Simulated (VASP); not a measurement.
VASP ran on this input.

**KPOINTS**
```
Regular mesh
0
Gamma
  8 8 4
0 0 0
```

File POSCAR:
```
SnS2
1
    1.8505360841    -3.2052228061    -0.0000000000
    1.8505360841     3.2052228061     0.0000000000
    0.0000000000     0.0000000000     6.5640298846
Sn S
1 2
Direct
  0.0000000000   0.0000000000   0.0000000000
  0.3333330000   0.6666670000   0.2250544456
  0.6666670000   0.3333330000   0.7749455544
```

INCAR:
```
SYSTEM = SnS2
PREC = Accurate; ENCUT = 400; LREAL = F
LASPH = T
EDIFF = 1E-6; NELM = 100; ALGO = Normal
LMAXMIX = 4
ISMEAR = 0; SIGMA = 0.05
GGA = PE
IBRION = 2; NSW = 60; ISIF = 3
EDIFFG = -0.01
LWAVE = F; LCHARG = F
```

POTCAR, in this order: Sn_d S (PBE.64 set). Program: vasp_std.

Write an equivalent input for Quantum ESPRESSO's pw.x.

One equivalent input (not run):
```
&CONTROL
  calculation = 'vc-relax'
  pseudo_dir = './pseudo'
  outdir = './out'
  tprnfor = .true.
  tstress = .true.
  nstep = 60
  forc_conv_thr = 0.00039
/
&SYSTEM
  ibrav = 0
  nat = 3
  ntyp = 2
  ecutwfc = 72
  occupations = 'smearing'
  smearing = 'gaussian'
  degauss = 0.003675
  input_dft = 'pbe'
/
&ELECTRONS
  conv_thr = 7.3e-08
  electron_maxstep = 100
/
&IONS
/
&CELL
/
ATOMIC_SPECIES
  Sn 118.710 Sn.upf
  S 32.060 S.upf
CELL_PARAMETERS angstrom
     1.8505361   -3.2052228   -0.0000000
     1.8505361    3.2052228    0.0000000
     0.0000000    0.0000000    6.5640299
ATOMIC_POSITIONS crystal
  Sn   0.0000000  0.0000000  0.0000000
  S    0.3333330  0.6666670  0.2250544
  S    0.6666670  0.3333330  0.7749456
K_POINTS automatic
  8 8 4 0 0 0
```
What does not carry over: the potentials are each code's own (VASP's PAW set, PseudoDojo norm-conserving files in pw.x), so ENCUT and ecutwfc are chosen apart and not converted; conv_thr bounds pw.x's estimated SCF error, while EDIFF bounds the energy change between steps; forc_conv_thr acts on force components and is met together with etot_conv_thr.

The compound is SnS2 in the 1T layered structure. This run relaxes it. Symmetry was kept, so distortions that lower it aren't found. The start is the result of an earlier pass.
